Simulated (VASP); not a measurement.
Here is a VASP 6.6.1 calculation.

File INCAR:

```
SYSTEM = W16O
PREC     = Accurate       ! precision mode
ENCUT    = 400            ! plane-wave cutoff, eV
EDIFF    = 1E-6           ! SCF threshold, eV
ISMEAR   = 1              ! smearing method
SIGMA    = 0.1            ! smearing width, eV
LREAL    = Auto         
LASPH    = .TRUE.         ! aspherical terms in the spheres
NELM     = 100            ! most SCF steps
ALGO     = Fast           ! electronic algorithm
ISIF     = 2              ! what is computed and relaxed
LWAVE    = .FALSE.        ! write WAVECAR
LCHARG   = .FALSE.        ! write CHGCAR
GGA      = MK             ! functional
LUSE_VDW = .TRUE.       
AGGAC    = 0.0          
PARAM1   = 0.1234       
PARAM2   = 0.711357     
ZAB_VDW  = -1.8867      
ISYM     = 0
```

Contents of KPOINTS:

```
Automatic mesh
0
G
  5 6 1
  0 0 0
```

The input POSCAR:

```
W16O
1.0
    6.3200000000      0.0000000000      0.0000000000
    3.1600000000      4.4689148571      0.0000000000
    0.0000000000      0.0000000000     23.2033722856
W O
16 1
Direct
    0.7500000000      0.5000000000      0.1077000000
    0.2500000000      0.5000000000      0.1077000000
    0.7500000000      0.0000000000      0.1077000000
    0.2500000000      0.0000000000      0.1077000000
    0.0000000000      0.0000000000      0.2040000000
    0.5000000000      0.0000000000      0.2040000000
    0.0000000000      0.5000000000      0.2040000000
    0.5000000000      0.5000000000      0.2040000000
    0.7550000000      0.4896000000      0.3012000000
    0.2449000000      0.5104000000      0.3012000000
    0.7489000000      0.0001000000      0.2999000000
    0.2510000000      0.9999000000      0.2999000000
    0.9999000000      0.0000000000      0.4118000000
    0.4999000000      0.0000000000      0.3906000000
    0.9999000000      0.5000000000      0.3928000000
    0.4999000000      0.5000000000      0.3931000000
    0.9998000000      0.9997000000      0.4865000000
```

Potentials or basis: VASP PAW PBE potentials, release 64 (W_sv, O).

Run with:

```console
$ cat potpaw_PBE.64/W_sv/POTCAR potpaw_PBE.64/O/POTCAR > POTCAR
$ mpirun -np 4 vasp_std > vasp.out
```

What does it give for the largest force?

0.695 eV/Å.

What does it give for the band gap on the k mesh?

None (metal or under the smearing width).

Forces on the atoms (eV/Å):
```
W   -0.011  0.141  0.458
W    0.011 -0.141  0.458
W    0.059  0.017  0.447
W   -0.059 -0.017  0.447
W   -0.001  0.000 -0.695
W   -0.001  0.000 -0.241
W   -0.001  0.000 -0.576
W   -0.001  0.000 -0.621
W   -0.010 -0.013  0.063
W    0.010  0.013  0.063
W    0.002  0.003  0.007
W   -0.001 -0.003  0.007
W    0.001 -0.002 -0.429
W    0.001  0.000  0.083
W    0.001  0.000  0.045
W    0.001  0.000  0.032
O    0.000  0.000  0.452
```

Caveat: the PAW data sets were made with another functional, which shifts forces and pressure a little. The run has no spin-orbit coupling, so splittings on W are missing.
